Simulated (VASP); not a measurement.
# PmSe (F-43m) in VASP: a series of runs, part 2 of 2

VASP 6.6.1. Earlier steps stand in the parts before.

## 3. Single point, LDA+U, collinear spin, ferromagnetic start

File INCAR:

```
SYSTEM = PmSe
ALGO     = Normal         ! electronic algorithm
EDIFF    = 1E-6           ! SCF threshold, eV
ENCUT    = 520            ! plane-wave cutoff, eV
GGA      = CA             ! functional
ISIF     = 2              ! what is computed and relaxed
ISMEAR   = 0              ! smearing method
ISPIN    = 2              ! spin polarisation
LASPH    = .TRUE.         ! aspherical terms in the spheres
LCHARG   = .FALSE.        ! write CHGCAR
LDAU     = .TRUE.         ! DFT+U
LDAUJ    = 0 0          
LDAUL    = 3 -1           ! shell
LDAUPRINT= 1            
LDAUTYPE = 2            
LDAUU    = 6 0            ! U, eV
LMAXMIX  = 6              ! l up to which the mixer works
LORBIT   = 11             ! projections on sites
LREAL    = .FALSE.        ! projectors in reciprocal space
LWAVE    = .FALSE.        ! write WAVECAR
MAGMOM   = 4 0            ! initial moments
NBANDS   = 22             ! bands
NELM     = 150            ! most SCF steps
NUPDOWN  = 3              ! fixed moment
PREC     = Accurate       ! precision mode
SIGMA    = 0.05           ! smearing width, eV
```

File KPOINTS:

```
k-points
0
G
  5 5 5
  0 0 0
```

File POSCAR:

```
PmSe
1.0
    0.0000000000      3.2231904100      3.2231904100
    3.2231904100      0.0000000000      3.2231904100
    3.2231904100      3.2231904100      0.0000000000
Pm Se
1 1
Direct
    0.0000000000      0.0000000000      0.0000000000
    0.2500000000      0.2500000000      0.2500000000
```

Potentials or basis: VASP PAW PBE potentials, release 64 (Pm, Se).

The run is started by

```sh
cat potpaw_PBE.64/Pm/POTCAR potpaw_PBE.64/Se/POTCAR > POTCAR
mpirun -np 1 vasp_std > vasp.out
```

OUTCAR:

```text
SYSTEM = PmSe
   EDIFF = 1E-6
   ENCUT = 520
   GGA = CA
   ISIF = 2
   ISMEAR = 0
   ISPIN = 2
   LASPH = .TRUE.
   LORBIT = 11
   LREAL = .FALSE.
   NELM = 150
   NUPDOWN = 3
   PREC = Accurate

 ion  position               nearest neighbor table
   1  0.000  0.000  0.000-   2 2.79   2 2.79   2 2.79   2 2.79
   2  0.250  0.250  0.250-   1 2.79   1 2.79   1 2.79   1 2.79

  LATTYP: Found a face centered cubic cell.
 ALAT       =     6.4463808200

  Lattice vectors:

 A1 = (   0.0000000000,   3.2231904100,   3.2231904100)
 A2 = (   3.2231904100,   0.0000000000,   3.2231904100)
 A3 = (   3.2231904100,   3.2231904100,   0.0000000000)

Analysis of symmetry for initial positions (statically):
=====================================================================
 Subroutine PRICEL returns:
 Original cell was already a primitive cell.

 Routine SETGRP: Setting up the symmetry group for a
 face centered cubic supercell.
[... 491 lines left out ...]
      4     -15.1960      1.00000
      5      -9.4592      1.00000
      6       0.2884      1.00000
[... 239 lines left out ...]
     21       9.8189      0.00000
     22      11.0627      0.00000

------------------------ aborting loop because EDIFF is reached ----------------------------------------

  FORCE on cell =-STRESS in cart. coord.  units (eV):
  Direction    XX          YY          ZZ          XY          YZ          ZX
  --------------------------------------------------------------------------------------
  -------------------------------------------------------------------------------------
  Total        0.2056271      0.2056271      0.2056271      0.0000000      0.0000000      0.0000000
  in kB        4.9192977      4.9192977      4.9192977      0.0000000      0.0000000      0.0000000
  external PRESSURE =       4.9192977 kB  Pullay stress =       0.0000000 kB

 VOLUME and BASIS-vectors are now :
 -----------------------------------------------------------------------------
  energy-cutoff  :      520.00
  volume of cell :       66.97
      direct lattice vectors                 reciprocal lattice vectors
     0.000000000  3.223190410  3.223190410    -0.155125803  0.155125803  0.155125803
     3.223190410  0.000000000  3.223190410     0.155125803 -0.155125803  0.155125803
     3.223190410  3.223190410  0.000000000     0.155125803  0.155125803 -0.155125803

 POSITION                                       TOTAL-FORCE (eV/Angst)
 -----------------------------------------------------------------------------------
      0.00000      0.00000      0.00000         0.000000      0.000000      0.000000
      1.61160      1.61160      1.61160        -0.000000     -0.000000     -0.000000
 -----------------------------------------------------------------------------------
    total drift:                                0.000000      0.000000      0.000000

  FREE ENERGIE OF THE ION-ELECTRON SYSTEM (eV)
  ---------------------------------------------------
  free  energy   TOTEN  =       -12.5818989603 eV

  energy  without entropy=      -12.5793586044  energy(sigma->0) =      -12.58062878

 total charge

# of ion       s       p       d       f       tot
--------------------------------------------------
    1        2.000   5.561   0.649   4.011  12.220
    2        1.449   2.477   0.032   0.000   3.958
--------------------------------------------------
tot          3.449   8.037   0.681   4.011  16.177

 magnetization (x)

# of ion       s       p       d       f       tot
--------------------------------------------------
    1       -0.012  -0.005  -0.217   3.883   3.650
    2       -0.007  -0.025  -0.023   0.000  -0.054
--------------------------------------------------
tot         -0.018  -0.030  -0.240   3.883   3.595
```

OSZICAR:

```text
N       E                     dE             d eps       ncg     rms          rms(c)
DAV:   1     0.190599647592E+03    0.19060E+03   -0.83883E+03   880   0.123E+03
DAV:   2     0.220630815756E+02   -0.16854E+03   -0.15067E+03  1078   0.231E+02
DAV:   3    -0.486169683211E+01   -0.26925E+02   -0.26141E+02  1112   0.102E+02
DAV:   4    -0.664058731648E+01   -0.17789E+01   -0.17563E+01  1298   0.272E+01
[... 11 lines left out ...]
DAV:  16    -0.125827913600E+02   -0.30448E-03   -0.75419E-04  1342   0.200E-01    0.212E-01
DAV:  17    -0.125823883039E+02    0.40306E-03   -0.26930E-04  1186   0.200E-01    0.157E-01
DAV:  18    -0.125818842475E+02    0.50406E-03   -0.26648E-03  1182   0.613E-01    0.241E-02
DAV:  19    -0.125818989597E+02   -0.14712E-04   -0.21060E-04  1490   0.102E-01    0.236E-02
DAV:  20    -0.125818989603E+02   -0.61209E-09   -0.62460E-06  1254   0.175E-02
   1 F= -.12581899E+02 E0= -.12580629E+02  d E =-.254036E-02  mag=     3.0000
```

Wall time 85 s (1 thread of Intel Xeon Platinum 8375C at 2.90GHz (Ice Lake), shared host); peak memory 0.19 GiB.

Results:

- Free energy: -12.5819 eV
- Pressure: 0.5 GPa
- Net moment: 3.00 μB per cell
- Site moments: Pm +3.65; Se -0.05 μB
- Valence electrons inside the program's atomic spheres: Pm 12.22; Se 3.96

Eigenvalues of the final occupation matrices:
| site | spin | trace | eigenvalues |
| --- | --- | --- | --- |
| site 1 f | 1 | 3.95 | 0.01 0.01 0.01 0.98 0.98 0.98 0.98 |
| site 1 f | 2 | 0.06 | 0.01 0.01 0.01 0.01 0.01 0.01 0.02 |

Caveat: the magnetic or orbital state may not be the lowest; the PAW data sets were made with another functional, which shifts forces and pressure a little; spin-orbit coupling is left out, which moves the levels of the heavy elements; the total moment is fixed, so each spin has its own Fermi level.

## 4. Single point, LDA+U, collinear spin, ferromagnetic start

File INCAR:

```
PREC = Accurate
ENCUT = 520
EDIFF = 1E-6
ISMEAR = 0
SIGMA = 0.05
LREAL = F
LASPH = T
NELM = 150
ALGO = Normal
ISIF = 2
LWAVE = F
LCHARG = F
ISPIN = 2
MAGMOM = 4 0
LORBIT = 11
LMAXMIX = 6
LDAU = T
LDAUTYPE = 2
LDAUL = 3 -1
LDAUU = 4 0
LDAUJ = 0 0
LDAUPRINT = 1
GGA = CA
```

File KPOINTS:

```
regular mesh
0
Gamma
  5 5 5
```

POSCAR is that of step 3.

Potentials or basis: VASP PAW PBE potentials, release 64 (Pm, Se).

The run is started by

```sh
cat potpaw_PBE.64/Pm/POTCAR potpaw_PBE.64/Se/POTCAR > POTCAR
mpirun -np 1 vasp_std > vasp.out
```

OUTCAR:

```text
PREC = Accurate
   ENCUT = 520
   EDIFF = 1E-6
   ISMEAR = 0
   LREAL = F
   LASPH = T
   NELM = 150
   ISIF = 2
   ISPIN = 2
   LORBIT = 11
   GGA = CA

 ion  position               nearest neighbor table
   1  0.000  0.000  0.000-   2 2.79   2 2.79   2 2.79   2 2.79
   2  0.250  0.250  0.250-   1 2.79   1 2.79   1 2.79   1 2.79

  LATTYP: Found a face centered cubic cell.
 ALAT       =     6.4463808200

  Lattice vectors:

 A1 = (   0.0000000000,   3.2231904100,   3.2231904100)
 A2 = (   3.2231904100,   0.0000000000,   3.2231904100)
 A3 = (   3.2231904100,   3.2231904100,   0.0000000000)

Analysis of symmetry for initial positions (statically):
=====================================================================
 Subroutine PRICEL returns:
 Original cell was already a primitive cell.

 Routine SETGRP: Setting up the symmetry group for a
 face centered cubic supercell.

 Subroutine GETGRP returns: Found 24 space group operations
 (whereof 24 operations were pure point group operations)
 out of a pool of 48 trial point group operations.

The static configuration has the point symmetry T_d .

Analysis of symmetry for dynamics (positions and initial velocities):
=====================================================================
 Subroutine PRICEL returns:
 Original cell was already a primitive cell.

 Routine SETGRP: Setting up the symmetry group for a
 face centered cubic supercell.

 Subroutine GETGRP returns: Found 24 space group operations
 (whereof 24 operations were pure point group operations)
 out of a pool of 48 trial point group operations.

The dynamic configuration has the point symmetry T_d .

Analysis of structural, dynamic, and magnetic symmetry:
=====================================================================
 Subroutine PRICEL returns:
 Original cell was already a primitive cell.

[... 196 lines left out ...]
  energy without entropy =      -13.52885690  energy(sigma->0) =      -13.53375256

 E-fermi :   4.6273     XC(G=0):  -9.0615

 val. band max:        4.5986016439   @ k =  -0.4000   0.2000   0.0000
 cond. band min:       4.6298993692   @ k =  -0.4000   0.4000   0.2000
 fundamental gap:      0.0312977254
 Fermi energy:         4.6273433439

 spin component 1

 k-point     1 :       0.0000    0.0000    0.0000
  band No.  band energies     occupation
      1     -34.7511      1.00000
      2     -15.2885      1.00000
      3     -15.2885      1.00000
      4     -15.2885      1.00000
      5      -9.4350      1.00000
      6       0.3033      1.00000
[... 166 lines left out ...]
      2     -15.5804      1.00000
      3     -15.3929      1.00000
      4     -15.3531      1.00000
      5      -8.7679      1.00000
      6      -0.0815      1.00000
[... 8 lines left out ...]
     15       4.7405      0.00069
     16       4.7659      0.00004
 Fermi energy:         4.6273433439

 spin component 2

 k-point     1 :       0.0000    0.0000    0.0000
  band No.  band energies     occupation
      1     -32.8426      1.00000
      2     -13.8368      1.00000
      3     -13.8368      1.00000
      4     -13.8368      1.00000
      5      -9.3766      1.00000
      6       0.5152      1.00000
[... 167 lines left out ...]
      3     -13.9657      1.00000
      4     -13.9175      1.00000
      5      -8.6021      1.00000
      6       0.2242      1.00000
[... 8 lines left out ...]
     15       8.0808      0.00000
     16       8.3170      0.00000

------------------------ aborting loop because EDIFF is reached ----------------------------------------

  FORCE on cell =-STRESS in cart. coord.  units (eV):
  Direction    XX          YY          ZZ          XY          YZ          ZX
  --------------------------------------------------------------------------------------
  -------------------------------------------------------------------------------------
  Total        1.0642479      1.0642479      1.0642479      0.0000000      0.0000000      0.0000000
  in kB       25.4604169     25.4604169     25.4604169      0.0000000      0.0000000      0.0000000
  external PRESSURE =      25.4604169 kB  Pullay stress =       0.0000000 kB

 VOLUME and BASIS-vectors are now :
 -----------------------------------------------------------------------------
  energy-cutoff  :      520.00
  volume of cell :       66.97
      direct lattice vectors                 reciprocal lattice vectors
     0.000000000  3.223190410  3.223190410    -0.155125803  0.155125803  0.155125803
     3.223190410  0.000000000  3.223190410     0.155125803 -0.155125803  0.155125803
     3.223190410  3.223190410  0.000000000     0.155125803  0.155125803 -0.155125803

 POSITION                                       TOTAL-FORCE (eV/Angst)
 -----------------------------------------------------------------------------------
      0.00000      0.00000      0.00000        -0.000000     -0.000000      0.000000
      1.61160      1.61160      1.61160         0.000000      0.000000     -0.000000
 -----------------------------------------------------------------------------------
    total drift:                                0.000000      0.000000      0.000000

  FREE ENERGIE OF THE ION-ELECTRON SYSTEM (eV)
  ---------------------------------------------------
  free  energy   TOTEN  =       -13.5386482205 eV

  energy  without entropy=      -13.5288569002  energy(sigma->0) =      -13.53375256

 total charge

# of ion       s       p       d       f       tot
--------------------------------------------------
    1        2.004   5.547   0.486   4.377  12.414
    2        1.449   2.497   0.023   0.000   3.969
--------------------------------------------------
tot          3.453   8.044   0.509   4.377  16.383

 magnetization (x)

# of ion       s       p       d       f       tot
--------------------------------------------------
    1       -0.006   0.014   0.132   4.338   4.478
    2       -0.005  -0.045   0.014   0.000  -0.036
--------------------------------------------------
tot         -0.011  -0.031   0.146   4.338   4.443
```

stdout:

```text
POSCAR found type information on POSCAR PmSe
 POSCAR found :  2 types and       2 ions
 scaLAPACK will be used
 -----------------------------------------------------------------------------
[... 23 lines left out ...]
|     a few unoccupied bands to accelerate the convergence of                 |
|     molecular-dynamics runs (even for insulators or semiconductors),        |
|     since the presence of unoccupied bands improves wavefunction            |
|     prediction and helps to suppress 'band-crossings'.                      |
|                                                                             |
 -----------------------------------------------------------------------------
```

Run time: 61 s. Hardware: 1 thread of Intel Xeon Platinum 8375C at 2.90GHz (Ice Lake), shared host; peak memory 0.19 GiB.

Results:

* Free energy: -13.5386 eV
* Pressure: 2.5 GPa
* Band gap on the k mesh: none (metal or under the smearing width)
* Net moment: 4.91 μB per cell
* Site moments: Pm +4.48; Se -0.04 μB
* Valence electrons inside the program's atomic spheres: Pm 12.41; Se 3.97

Eigenvalues of the final occupation matrices:
```csv
site,spin,trace,eigenvalues
site 1 f,1,4.36,0.16 0.16 0.16 0.96 0.98 0.98 0.98
site 1 f,2,0.02,0.00 0.00 0.00 0.00 0.00 0.00 0.00
```

Caveat: the magnetic or orbital state may not be the lowest; the PAW data sets were made with another functional, which shifts forces and pressure a little; spin-orbit coupling is left out, which moves the levels of the heavy elements. The state reached can hang on the start; a lower one may exist.

## 5. The runs side by side

| spin | U | fixed moment (μB) | gap on the mesh (eV) | pressure (GPa) | moment (μB) |
| --- | --- | --- | --- | --- | --- |
| collinear, random start | Pm f U = 6 eV | - | none | 1.6 | 4.67 |
| collinear, ferromagnetic start | Pm f U = 6 eV | 3 | - | 0.5 | 3.00 |
| collinear, ferromagnetic start | Pm f U = 4 eV | - | none | 2.5 | 4.91 |

Alike in all rows: task single point; level LDA+U; potentials or basis VASP PAW PBE potentials, release 64 (Pm, Se); cell as given; k mesh 5 × 5 × 5; cutoff (eV) 520; smearing gaussian 0.05 eV.

Caveats: the magnetic or orbital state may not be the lowest; the PAW data sets were made with another functional, which shifts forces and pressure a little; spin-orbit coupling is left out, which moves the levels of the heavy elements; the total moment is fixed, so each spin has its own Fermi level (some runs).

Total energies depend on the potentials used, so only differences within one code and one set of settings carry meaning.
